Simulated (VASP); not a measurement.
Calculation: LDA (Ceperley-Alder, Perdew-Zunger), VASP's LDA PAW potentials (set 64) (plane waves; VASP).

Input for VASP

INCAR:
```
SYSTEM = Ni
PREC = Accurate
ENCUT = 500
EDIFF = 1E-6
NELM = 100
ALGO = Normal
LREAL = .FALSE.
LASPH = .TRUE.
ISMEAR = 1
SIGMA = 0.1
LMAXMIX = 4
ISPIN = 2
MAGMOM = 0.6
LORBIT = 10
LWAVE = .FALSE.
LCHARG = .FALSE.
IBRION = 2
ISIF = 3
NSW = 40
EDIFFG = -0.02
PSTRESS = 100
```

### KPOINTS
```
Automatic mesh
0
Gamma
18 18 18
0 0 0
```

File POSCAR:
```
Ni
1
    0.0000000000     1.6909635655     1.6909635655
    1.6909635655     0.0000000000     1.6909635655
    1.6909635655     1.6909635655    -0.0000000000
Ni
1
Direct
  0.0000000000   0.0000000000   0.0000000000
```

POTCAR, in this order: Ni (LDA.64 set). Program: vasp_std.

The run wrote:

### OSZICAR
```
       N       E                     dE             d eps       ncg     rms          rms(c)
DAV:   1     0.211424761195E+02    0.21142E+02   -0.47712E+03  7180   0.144E+03
DAV:   2    -0.727235036328E+01   -0.28415E+02   -0.27394E+02  7085   0.166E+02
DAV:   3    -0.767514829714E+01   -0.40280E+00   -0.40115E+00  8155   0.264E+01
DAV:   4    -0.767890660947E+01   -0.37583E-02   -0.37579E-02  7919   0.218E+00
DAV:   5    -0.767899826958E+01   -0.91660E-04   -0.91658E-04  8134   0.298E-01    0.115E+01
DAV:   6    -0.684685361799E+01    0.83214E+00   -0.15173E+01  7398   0.665E+01    0.531E+00
DAV:   7    -0.659661216418E+01    0.25024E+00   -0.21271E+00  7424   0.239E+01    0.235E+00
DAV:   8    -0.657273564194E+01    0.23877E-01   -0.27575E-02 10047   0.192E+00    0.960E-01
DAV:   9    -0.657061143955E+01    0.21242E-02   -0.10938E-03 10319   0.311E-01    0.273E-01
DAV:  10    -0.656999948202E+01    0.61196E-03   -0.49712E-04  9748   0.189E-01    0.470E-02
DAV:  11    -0.657000976554E+01   -0.10284E-04   -0.41873E-06  7057   0.318E-02    0.225E-02
DAV:  12    -0.657001016150E+01   -0.39596E-06   -0.54107E-06  5332   0.223E-02
   1 F= -.59664478E+01 E0= -.59665514E+01  d E =-.596645E+01  mag=     0.5982
```

OUTCAR:
```
------------------------ aborting loop because EDIFF is reached ----------------------------------------
  FORCE on cell =-STRESS in cart. coord.  units (eV):
  Direction    XX          YY          ZZ          XY          YZ          ZX
  --------------------------------------------------------------------------------------
  Total        0.6087389      0.6087389      0.6087389      0.0000000      0.0000000     -0.0000000
  in kB      100.8576656    100.8576656    100.8576656      0.0000000      0.0000000     -0.0000000
  external PRESSURE =       0.8576656 kB  Pullay stress =     100.0000000 kB
  volume of cell :        9.67
      direct lattice vectors                 reciprocal lattice vectors
     0.000000000  1.690963565  1.690963565    -0.295689399  0.295689399  0.295689399
     1.690963565  0.000000000  1.690963565     0.295689399 -0.295689399  0.295689399
     1.690963565  1.690963565  0.000000000     0.295689399  0.295689399 -0.295689399
 POSITION                                       TOTAL-FORCE (eV/Angst)
 -----------------------------------------------------------------------------------
      0.00000      0.00000      0.00000        -0.000000      0.000000     -0.000000
 -----------------------------------------------------------------------------------
    total drift:                                0.000000     -0.000000      0.000000
  FREE ENERGIE OF THE ION-ELECTRON SYSTEM (eV)
  ---------------------------------------------------
  free  energy   TOTEN  =        -6.5700101615 eV

  energy  without entropy=       -6.5703211327  energy(sigma->0) =       -6.57011382
  enthalpy is  TOTEN    =        -5.9664477797 eV   P V=        0.6035623818

 total charge

# of ion       s       p       d       tot
------------------------------------------
    1        0.554   0.611   8.389   9.554

 magnetization (x)

# of ion       s       p       d       tot
------------------------------------------
    1       -0.004  -0.018   0.617   0.595

 reached required accuracy - stopping structural energy minimisation
```
(Selected blocks of OUTCAR.)

The compound is Ni in the fcc structure. It was relaxed first under an external pressure of 10 GPa.
